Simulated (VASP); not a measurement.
Set up this calculation in VASP 6.6.1, as the native input.

```yaml
Task: relaxation of cell and atoms
Functional: BLYP
Potentials_or_basis: VASP PAW PBE potentials, release 64 (Ge_d, Br)
Cutoff: 600 eV
k_mesh: 5 × 5 × 4
Occupations: fermi-dirac, width 0.05 eV
Spin: no spin polarisation
Further_INCAR_settings: ALGO = Normal; EDIFF = 1e-07; IBRION = 2; EDIFFG = -0.01; NSW = 60; ISIF = 3
```

The structure of GeBr lies in POSCAR:

```
GeBr
1.0
    4.8268000000      0.0000000000      0.0000000000
   -2.4134000000      4.1801300000      0.0000000000
    0.0000000000      0.0000000000      5.5646600000
Ge Br
2 2
Direct
    0.0000000000      0.0000000000      0.0000000000
    0.0000000000      0.0000000000      0.5000000000
    0.3333300000      0.6666700000      0.7500000000
    0.6666700000      0.3333300000      0.2500000000
```

The cell was built by a generator and needn't be a form met in nature.

One way to write it, as run:

INCAR

```
SYSTEM = GeBr
PREC = Accurate
ENCUT = 600
EDIFF = 1E-7
ISMEAR = -1
SIGMA = 0.05
LREAL = .FALSE.
LASPH = .TRUE.
NELM = 60
ALGO = Normal
ISIF = 3
LWAVE = .FALSE.
LCHARG = .FALSE.
GGA = B5
ALDAX = 1.0
AGGAX = 1.0
AGGAC = 1.0
ALDAC = 0.0
IBRION = 2
NSW = 60
EDIFFG = -0.01
```

KPOINTS

```
Automatic mesh
0
G
  5 5 4
  0 0 0
```

Potentials or basis: VASP PAW PBE potentials, release 64 (Ge_d, Br).

Run with:

```sh
$ cat potpaw_PBE.64/Ge_d/POTCAR potpaw_PBE.64/Br/POTCAR > POTCAR
$ mpirun -np 1 vasp_std > vasp.out
```

It gave:

* Relaxed volume: 30.85 Å³/atom
* Relaxed cell: a = 5.063 Å, b = 5.063 Å, c = 5.559 Å, α = 90.00°, β = 90.00°, γ = 120.00°
* Space group after relaxing (to 0.05 Å): P6_3/mmc (No. 194)
* Energy gained by relaxing: 30.1 meV/atom
* Ionic steps: 6
* Pressure after relaxing: 0.0 GPa
* Band gap on the k mesh: none (metal or under the smearing width)

Caveat: the PAW data sets were made with another functional, which shifts forces and pressure a little.

Wall time 4.4 min on 1 thread of Intel(R) Xeon(R) 6975P-C (Granite Rapids) (shared host), peak memory 0.32 GiB.
